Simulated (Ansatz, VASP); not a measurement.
# ZnCu2SnS4: VASP beside Ansatz, part 2 of 2

One calculation is typed for both programs; each brings its own data sets and cutoff. How far apart do they land? The cell is taken from a series of runs on this material, whose earlier steps may have relaxed, scaled, displaced or heated it; both programs get it as it stands.

VASP 6.6.1 and Ansatz 0.2.0.

So far: The starting structure; VASP: single point, LDA.

### Step 3. Ansatz: single point, LDA

Level of this step: Ansatz beside VASP: Kohn-Sham DFT, plane waves, LDA (Ansatz).

Ansatz runs on its default PAW (the set named soft_2) files.

The same cell, functional (in two slightly different forms), mesh and smearing now go to Ansatz, which takes its cutoff from its data sets.

input.yaml reads:

```yaml
crystal:
  lattice:
    - [-2.6607423928, 2.6607423911, 5.3138514369]
    - [2.6607423928, -2.6607423911, 5.3138514369]
    - [2.6607423911, 2.6607423928, -5.3138514369]
  atoms:
    - { symbol: Sn, position: [0.5, 0.5, 0.0] }
    - { symbol: Zn, position: [0.25, 0.75, 0.5] }
    - { symbol: Cu, position: [0.75, 0.25, 0.5] }
    - { symbol: Cu, position: [0.0, 0.0, 0.0] }
    - { symbol: S, position: [0.6387953666, 0.6299819112, 0.5292261405] }
    - { symbol: S, position: [0.8904307739, 0.3612046334, 0.9911865446] }
    - { symbol: S, position: [0.1007557707, 0.1095692261, 0.4707738595] }
    - { symbol: S, position: [0.3700180888, 0.8992442293, 0.0088134554] }
hamiltonian:
  xc: lda
  pseudopotentials: { kind: paw }
kpoints:
  mp_grid: { grid: [7, 7, 7] }
  band_path:
    path:
      - [0.0, 0.0, 0.0]
      - [0.0, 0.0, 0.18182]
      - [0.0, 0.0, 0.40909]
      - [-0.0114, 0.0114, 0.5]
      - [-0.06838, 0.06838, 0.5]
      - [-0.11396, 0.11396, 0.5]
      - [-0.17645, 0.17645, 0.44891]
      - [-0.24456, 0.24456, 0.3808]
      - [-0.31268, 0.31268, 0.31268]
      - [-0.19898, 0.19898, 0.19898]
      - [-0.05685, 0.05685, 0.05685]
      - [0.04545, 0.04545, -0.04545]
      - [0.27273, 0.27273, -0.27273]
      - [0.45455, 0.45455, -0.45455]
      - [0.44891, 0.55109, -0.44891]
      - [0.3808, 0.6192, -0.3808]
      - [0.31268, 0.68732, -0.31268]
      - [0.19898, 0.6192, -0.19898]
      - [0.05685, 0.53406, -0.05685]
      - [0.02273, 0.47727, 0.02273]
      - [0.13636, 0.36364, 0.13636]
      - [0.22727, 0.27273, 0.22727]
      - [0.31818, 0.31818, 0.14763]
      - [0.40909, 0.40909, 0.01113]
      - [0.5, 0.5, -0.12536]
      - [0.5, 0.5, -0.26159]
      - [0.5, 0.5, -0.43188]
      - [0.02273, 0.02273, 0.47727]
      - [0.13636, 0.13636, 0.36364]
      - [0.25, 0.25, 0.25]
    npoints: 1
scf:
  occupations: { method: fermi_dirac, width: 0.05 }
  n_extra_bands: 10
output:
  forces: true
  stress: true
  eigenvalues: true
```

On the command line:

```
$ ansatz run input.yaml --threads 4 --pin off --max-ram 9216MiB --backend cpu --events-out ev --progress --plain --runs-dir out
```

Numbers of over 12 decimals in the logs are rounded to 6 here.

The program printed:

```text
scf.n_extra_bands = 10 over 44 filled bands (N_el = 88.0): the run solves 54 bands
Engine: ansatz 0.2.0, aarch64-unknown-linux-gnu
Pseudopotentials: kind: paw
Pseudopotential: Sn, paw, valence charge 14, recommended cutoff 420 eV (normal), Sn.paw.azcp
Pseudopotential: Zn, paw, valence charge 12, recommended cutoff 420 eV (normal), Zn.paw.azcp
Pseudopotential: Cu, paw, valence charge 19, recommended cutoff 420 eV (normal), Cu.paw.azcp
Pseudopotential: S, paw, valence charge 6, recommended cutoff 420 eV (normal), S.paw.azcp
Functional definition: SPW92
  exchange = slater_x
  correlation = pw_c
Crystal: 8 atoms, lattice volume = 150.479 Å³
Basis set: ecut = 420 eV, 2913 PW (Γ)
Bands: 54, of which v1, the nominal top of the filled ones, is band 44 counted from 1 (43 counted from 0)
Symmetry: 4 space group operations
Space group: I-4 (ITA 82), of the structure as read, at distance tolerance 5.3e-5 Å
k-points: 52 of 343 (time reversal used)
Non-local potential: Sn, projectors of the file, l = 0: 2, l = 1: 2, l = 2: 2, l = 3: 2
Non-local potential: Zn, projectors of the file, l = 0: 2, l = 1: 2, l = 2: 3, l = 3: 1
Non-local potential: Cu, projectors of the file, l = 0: 3, l = 1: 2, l = 2: 3, l = 3: 1
Non-local potential: S, projectors of the file, l = 0: 2, l = 1: 2, l = 2: 2
PAW form: soft (Blöchl's): semilocal exchange-correlation on the pseudo side does not see the compensation charge
PAW frozen core: Sn, regenerated for the run's functional, and the local potential with it (the file was generated under x = pbe(κ = 0.804, μ = 0.219515), c = pbe(β = 0.066725))
PAW frozen core: Zn, regenerated for the run's functional, and the local potential with it (the file was generated under x = pbe(κ = 0.804, μ = 0.219515), c = pbe(β = 0.066725))
PAW frozen core: Cu, regenerated for the run's functional, and the local potential with it (the file was generated under x = pbe(κ = 0.804, μ = 0.219515), c = pbe(β = 0.066725))
PAW frozen core: S, regenerated for the run's functional, and the local potential with it (the file was generated under x = pbe(κ = 0.804, μ = 0.219515), c = pbe(β = 0.066725))
PAW one-centre angular grid: Sn, 590 points (default); XC on 64 Gauss nodes
PAW one-centre angular grid: Zn, 590 points (default); XC on 64 Gauss nodes
PAW one-centre angular grid: Cu, 590 points (default); XC on 64 Gauss nodes
PAW one-centre angular grid: S, 110 points (default); XC on 64 Gauss nodes
Initial density: superposition of atomic densities (neutral atoms: chi_scale 0, normalization atom), corrected by the library's trained network
Initial wavefunctions: pseudopotential atomic-orbital guess
Functional: x = slater, c = lda
SCF iter   1: F=—  HF=-25719.283359 eV  |F-HF|=—  |Δ(HF+E_count)|=         —  Δρ=1.12e-2  dr2=1.12e-1  ethr=1.77e-3  ⟨swp⟩=6.9  Hψ=12043  notcnv=0  defer=33
preconditioner: auto → Resta (q_TF=auto, 2.495 Å⁻¹)  ε∞=5.8  [insulator: Δε(μ)=0.503 eV  Ē_g=11.711 eV  σ=0.050 eV  W_gap=0.56  n_scr=36 (ndim 8)  ℏωp=25.7 eV  f_vac=0.024  D(μ)=0.09/eV (n_scr^D=0)  ε∞_Penn≈5.8]
SCF iter   2: F=—  HF=-25719.276083 eV  |F-HF|=—  |Δ(HF+E_count)|=   7.28e-3  Δρ=9.11e-3  dr2=9.53e-2  ethr=1.28e-4  ⟨swp⟩=2.0  Hψ=5856  notcnv=0  defer=228
SCF iter   3: F=—  HF=-25719.256524 eV  |F-HF|=—  |Δ(HF+E_count)|=   1.96e-2  Δρ=3.88e-3  dr2=1.43e-2  ethr=1.08e-4  ⟨swp⟩=2.0  Hψ=3752  notcnv=0  defer=228
SCF iter   4: F=—  HF=-25719.252700 eV  |F-HF|=—  |Δ(HF+E_count)|=   3.82e-3  Δρ=1.03e-3  dr2=9.35e-4  ethr=1.62e-5  ⟨swp⟩=2.0  Hψ=5151  notcnv=0  defer=228
SCF iter   5: F=—  HF=-25719.252442 eV  |F-HF|=—  |Δ(HF+E_count)|=   2.57e-4  Δρ=3.28e-4  dr2=1.17e-4  ethr=1.06e-6  ⟨swp⟩=2.0  Hψ=3459  notcnv=0  defer=228
SCF iter   6: F=—  HF=-25719.252427 eV  |F-HF|=—  |Δ(HF+E_count)|=   1.57e-5  Δρ=1.80e-4  dr2=3.75e-5  ethr=1.33e-7  ⟨swp⟩=2.0  Hψ=3980  notcnv=0  defer=228
SCF iter   7: F=—  HF=-25719.252476 eV  |F-HF|=—  |Δ(HF+E_count)|=   4.94e-5  Δρ=1.05e-4  dr2=1.30e-5  ethr=4.26e-8  ⟨swp⟩=2.0  Hψ=3461  notcnv=0  defer=228
SCF iter   8: F=—  HF=-25719.252475 eV  |F-HF|=—  |Δ(HF+E_count)|=   1.04e-6  Δρ=4.63e-5  dr2=2.62e-6  ethr=1.48e-8  ⟨swp⟩=2.1  Hψ=3157  notcnv=0  defer=228
SCF iter   9: F=—  HF=-25719.252475 eV  |F-HF|=—  |Δ(HF+E_count)|=   1.47e-7  Δρ=1.28e-5  dr2=2.69e-7  ethr=2.98e-9  ⟨swp⟩=2.5  Hψ=3441  notcnv=0  defer=228
SCF iter  10: F=-25719.252475 eV  HF=-25719.252475 eV  |F-HF|=1.05e-8  |Δ(HF+E_count)|=   1.48e-8  Δρ=2.72e-6  dr2=1.36e-8  ethr=1.14e-10  ⟨swp⟩=9.7  Hψ=11883  notcnv=0
SCF 1 converged in 10 iterations: F = -25719.252475 eV  dr2 = 1.36e-8
  greatest PAW one-centre occupation: 1.000 electrons in one spin orbital (limit 2), on the Cu atom at site 2 (counted from 0), in its partial waves of l = 0
NSCF: frozen V_eff on 30 k-points
SCF converged after 10 iterations
Free energy (F): -25719.252475 eV
Harris-Foulkes:  -25719.252475 eV  (|F-HF|=1.05e-8)
Internal energy: -25719.251772 eV  (E = F + TS)
E sigma→0 (E₀):  -25719.252123 eV
Entropy (-TS):   -0.000703 eV (-0.088 meV/atom)
Fermi energy:    8.798099 eV
--- Per-component energies (eV) ---
  E_band       = -1065.620235
  E_kinetic    = 1355.332816
  E_local      = -14731.512756  (includes V_loc(G=0)·N_el)
  E_nonlocal   = 1506.400376
  E_hartree    = 6618.940482
  E_xc         = -1078.206089
  E_vxc        = -735.116503  (∫ρ·V_xc dr)
  E_paw        = -11224.150899  (= ΣΔE_a)
  E_vpaw       = -1698.616760  (= ΣTr[D̂ρ^β])
  E_aug_tail   = 0.000023  (compensation charges beyond the density's cutoff)
  E_ewald      = -8169.549875
  E_core_change = 3.494150  (= ΣΔE_core)
  E_smearing   = -0.000703  (= −TS)
  E_closure    = -0.000000  (closes the sum)
  Σ components = -25719.252475   (vs F -25719.252475, Δ=0.00e0)
--- Forces (eV/Å), atoms counted from 1 ---
  atom   1  Sn    -0.00000000     0.00000000     0.00000000
  atom   2  Zn     0.00000000    -0.00000000     0.00000000
  atom   3  Cu    -0.00000000     0.00000000     0.00000000
  atom   4  Cu    -0.00000000    -0.00000000     0.00000000
  atom   5  S      0.01756466     0.03855199    -0.01648429
  atom   6  S     -0.03855199     0.01756466     0.01648429
  atom   7  S     -0.01756466    -0.03855199    -0.01648429
  atom   8  S      0.03855199    -0.01756466     0.01648429
  max |Σ_I F_I| component: 6.25e-17 eV/Å
--- Stress (GPa, compression-positive) ---
       -0.001585       0.000000      -0.000000
       -0.000000      -0.001585      -0.000000
       -0.000000      -0.000000       0.067997
  P = ⅓ Tr σ = 0.0216 GPa (0.216 kbar)
--- Band table (eV; the first three rows and the last of 52) ---
  k-point 0: bands = [... 40 lower, 6.8830, 8.6292, 8.6292, 8.6803, 8.8302, 10.4063, 11.3371, 12.2747, ... 6 higher]
  k-point 1: bands = [... 40 lower, 7.0586, 7.7556, 8.3760, 8.5732, 9.5762, 10.8899, 11.7534, 12.1673, ... 6 higher]
  k-point 2: bands = [... 40 lower, 7.2028, 7.3950, 7.8681, 8.4067, 9.8540, 11.4882, 11.8410, 12.1568, ... 6 higher]
  k-point 51: bands = [... 40 lower, 7.1882, 7.4976, 7.5607, 7.6975, 9.9211, 10.5268, 10.7347, 11.1423, ... 6 higher]
```

### Step 4. Side by side

Known differences besides the potentials themselves: the data sets hold 88 valence electrons in Ansatz (default PAW (the set named soft_2) files) and 72 in VASP; the cutoff is 420 eV in Ansatz and 400 eV in VASP; VASP's log shows a relativistic correction to its local exchange, Ansatz's none. Total energies have different zeros and are not compared.

Both answers:

```
                                        quantity  Ansatz   VASP  difference
                                  pressure (GPa)    0.02  -0.07       +0.10
pressure without Ansatz's Pulay correction (GPa)   -0.04  -0.07       +0.04
                          gap on the k mesh (eV)   0.150  0.194      -0.044
```

At this near-relaxed geometry the largest component of a force difference is 31 meV/Å. A gap on the mesh is an upper bound, since the band edges may lie between its points. Ansatz's pressure holds a Pulay correction of 0.06 GPa; VASP's holds none.

### Step 5. Other set-ups

Further runs change the set-up of one program: Ansatz's method, potentials or start, or VASP's data sets, cutoff or form of LDA. The table gives Ansatz less VASP for each quantity, since a change that brings one quantity closer may part another.

```
                                                                                                                         run  r.m.s. force difference (meV/Å)  pressure (GPa)  gap on the k mesh (eV)  pressure without Ansatz's Pulay correction (GPa)
                                                                                                                    as above                               17           0.096                  -0.044                                             0.037
                                                                           VASP with GGA = CA, the Perdew-Zunger form of LDA                               16           0.014                  -0.044                                            -0.045
VASP with the data sets Sn_d_GW, Zn_sv_GW, Cu_sv_GW and S_GW, a cutoff of 750 eV and GGA = CA, the Perdew-Zunger form of LDA                              8.9            0.32                  -0.019                                              0.27
                VASP with the data sets Sn_d, Zn, Cu and S_h, a cutoff of 650 eV and GGA = CA, the Perdew-Zunger form of LDA                               15           -0.29                  -0.044                                             -0.35
```

### Step 6. What came out

| Quantity | Value |
| --- | --- |
| r.m.s. force difference (single point, LDA) | 17 meV/Å |
| difference in gap on the k mesh (single point, LDA) | -0.044 eV |

**Reading.** The r.m.s. force difference is 17 meV/Å (single point, LDA), beyond the 12 meV/Å picked in this series as the mark of a large difference. Single point, LDA, VASP with GGA = CA, the Perdew-Zunger form of LDA: the difference in pressure goes from 0.096 to 0.014 GPa; the difference in pressure without Ansatz's Pulay correction goes from 0.037 to -0.045 GPa. Single point, LDA, VASP with the data sets Sn_d_GW, Zn_sv_GW, Cu_sv_GW and S_GW, a cutoff of 750 eV and GGA = CA, the Perdew-Zunger form of LDA: r.m.s. force difference goes from 17 to 8.9 meV/Å; the difference in pressure goes from 0.096 to 0.32 GPa; the difference in gap on the k mesh goes from -0.044 to -0.019 eV; the difference in pressure without Ansatz's Pulay correction goes from 0.037 to 0.27 GPa. Single point, LDA, VASP with the data sets Sn_d, Zn, Cu and S_h, a cutoff of 650 eV and GGA = CA, the Perdew-Zunger form of LDA: the difference in pressure goes from 0.096 to -0.29 GPa; the difference in pressure without Ansatz's Pulay correction goes from 0.037 to -0.35 GPa. How closely two codes agree says nothing of how well the functional describes the real material.

[Lines on the potential files, build, host, timing and source positions are cut from VASP's logs without a mark.]

[Logs are printed without paths, hosts, clocks, repeated set-up lines and the standing remarks that a program may print on its own settings, such as how far it seeks lower states.]

[Hosts, paths, dates, database ids (printed as entryN), source tags and the programs' standing remarks are cut or masked in the printed files.]
